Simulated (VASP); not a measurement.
Given:

```
MoTe2
1.0
    1.73684    -3.00830     0.00000
    1.73684     3.00830     0.00000
    0.00000     0.00000    13.76337
Te Mo
4 2
Direct
  0.33333   0.66667   0.88074
  0.66667   0.33333   0.38074
  0.66667   0.33333   0.11926
  0.33333   0.66667   0.61926
  0.33333   0.66667   0.25000
  0.66667   0.33333   0.75000
```

Computed with LDA (Ceperley-Alder, Perdew-Zunger), VASP's LDA PAW potentials (set 64) (plane waves; VASP). Numerical set-up: 520 eV cut-off, 8×8×2 Γ-centred mesh, tetrahedra with Blöchl corrections, potentials Te Mo_sv.

The cores are frozen, which limits the accuracy of field gradients.

Problem. Give the principal components of the electric field gradient (V/Å²) and the asymmetry η at each nucleus.

Solution. 
```csv
atom,Vxx,Vyy,Vzz,η
Te1,89.1,89.1,-178.2,0.00
Te2,89.1,89.1,-178.2,0.00
Te3,89.1,89.1,-178.2,0.00
Te4,89.1,89.1,-178.2,0.00
Mo5,37.1,37.1,-74.2,0.00
Mo6,37.1,37.1,-74.2,0.00
```

The compound is MoTe2 in the 2H layered structure. It was relaxed first.
